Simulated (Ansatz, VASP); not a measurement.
## Two plane-wave programs on Be2Si

```
CELL_PARAMETERS angstrom
0.00000 2.60663 2.60663
2.60663 0.00000 2.60663
2.60663 2.60663 0.00000
ATOMIC_POSITIONS crystal
Si 0.00000 0.00000 0.00000
Be 0.25000 0.25000 0.25000
Be 0.75000 0.75000 0.75000
```

The cell comes from a database or a generator and needn't be the stable form of this composition.

Alike in both runs: task single point; functional LDA; k mesh 6 × 6 × 6; occupations gaussian, width 0.05 eV; no spin polarisation.

|  | VASP | Ansatz |
| --- | --- | --- |
| version | VASP 6.6.1 | Ansatz 0.2.0 |
| potentials or method | VASP PAW LDA potentials, release 64 (Si, Be) | scalar-relativistic, plane waves, PAW |
| plane-wave cutoff (eV) | 520 | 420 |
| valence electrons in the cell | 8 | 8 |

|  | VASP | Ansatz | Ansatz less VASP |
| --- | --- | --- | --- |
| gap on the k mesh at the Fermi level (eV) | none | none | - |
| pressure (GPa) | 0.1 | -0.1 | -0.20 |

A gap of «none» marks a metal or a gap that the smearing closes.
